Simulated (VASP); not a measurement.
SiC (wurtzite), at 0.96 of the tabulated volume:

```
CELL_PARAMETERS angstrom
      1.51919    -2.63131     0.00000
      1.51919     2.63131     0.00000
      0.00000     0.00000     4.98175
ATOMIC_POSITIONS crystal
  Si 0.66667 0.33333 0.50000
  Si 0.33333 0.66667 0.00000
  C  0.66667 0.33333 0.87500
  C  0.33333 0.66667 0.37500
```

The lowest empty band near K, direction to Γ, from mBJ (TB09) with spin-orbit coupling in VASP (PAW); its two spin partners are averaged. The gap over the points computed is 3.23 eV, and the next band on that side lies 6.07 eV away at the edge.

Settings: 520 eV cut-off, 9×9×5 Γ-centred mesh, Gaussian smearing of 0.050 eV, potentials Si C.

```json
[
 {"distance from the edge in k (1/Å)": "0.025", "distance in energy (meV)": "5.3"},
 {"distance from the edge in k (1/Å)": "0.035", "distance in energy (meV)": "10.2"},
 {"distance from the edge in k (1/Å)": "0.050", "distance in energy (meV)": "20.7"},
 {"distance from the edge in k (1/Å)": "0.070", "distance in energy (meV)": "40.4"}
]
```

Fit E(1 + αE) = ħ²k²/2m* (ħ²/2m0 = 3.810 eV Å²) and predict the row at 0.095 1/Å.

The rows don't resolve α, so a parabola serves: the electron mass is m* = 0.461 m0, and so 74.5 meV. The run gave 73.8 meV, -0.7 meV from the fit.

Left out are points under 3 meV from the edge, since the levels carry 0.1 meV, and points farther than half the way to the next band.

The compound is SiC in the wurtzite structure, the rare 2H polytype. The cell was not relaxed at this level.
